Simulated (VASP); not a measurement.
Consider the following.

```xyz
2
Lattice="0.0000 1.8038 1.8038 1.8038 0.0000 1.8038 1.8038 1.8038 0.0000" Properties=species:S:1:pos:R:3 pbc="T T T"
B      0.0000     0.0000     0.0000
N      0.9019     0.9019     0.9019
```

Calculation: PBEsol GGA, VASP's PBE PAW potentials (set 64) (plane waves; VASP). Numerical set-up: 520 eV cut-off, Gaussian smearing of 0.050 eV, potentials B N.

Problem. Give the energies of bands 2 to 7 at the high-symmetry points, in eV from the valence-band maximum.

Solution. 
```json
[
 {"band": "2", "Γ": "0.00", "X": "-9.01", "U": "-8.19", "L": "-10.84", "W": "-7.62"},
 {"band": "3", "Γ": "0.00", "X": "-4.97", "U": "-7.81", "L": "-1.96", "W": "-7.09"},
 {"band": "4", "Γ": "0.00", "X": "-4.97", "U": "-4.13", "L": "-1.96", "W": "-6.63"},
 {"band": "5", "Γ": "8.79", "X": "4.28", "U": "6.77", "L": "10.17", "W": "9.46"},
 {"band": "6", "Γ": "8.79", "X": "9.13", "U": "12.82", "L": "10.65", "W": "13.33"},
 {"band": "7", "Γ": "8.79", "X": "17.97", "U": "15.85", "L": "10.65", "W": "14.37"}
]
```

The gap is indirect, 4.28 eV, from the valence maximum at Γ to the conduction minimum at X.

Measured: gap 6.20 eV at 300 K (computed value off by -1.92 eV), as given by arXiv:1206.3780.

The compound is BN in the zinc blende structure. It was relaxed first.
